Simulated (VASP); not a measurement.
Consider the following.

```
CELL_PARAMETERS angstrom
      2.24655     1.29704     7.32884
     -2.24655     1.29704     7.32884
      0.00000    -2.59409     7.32884
ATOMIC_POSITIONS crystal
  Te 0.50000 0.50000 0.50000
  Pb 0.74469 0.74469 0.74469
  Pb 0.25531 0.25531 0.25531
  Se 0.00000 0.00000 0.00000
```

Level of theory: r2SCAN meta-GGA, VASP's PBE PAW potentials (set 64) (plane waves; VASP 6.6.1). Settings: 400 eV cut-off, 5×5×5 Γ-centred mesh, Gaussian smearing of 0.050 eV, potentials Te Pb_d Se.

Unless said otherwise, spin-orbit coupling is left out, though it shifts the bands of the heavy elements here.

Question: Predict the energy per atom (σ→0), band gap (on the k-mesh) with the smallest direct gap where there is one.

Answer: 
```
Quantity                                      Result
-----------------------------------  ---------------
band gap (on the k-mesh)                     0.94 eV
smallest direct gap (on the k-mesh)          0.94 eV
energy per atom (σ→0)                -38.653 eV/atom
```

The structure comes from a computed database's TePb2Se entry (R-3m); how it stands against other phases isn't given here. It was relaxed first. The start is the result of an earlier pass.
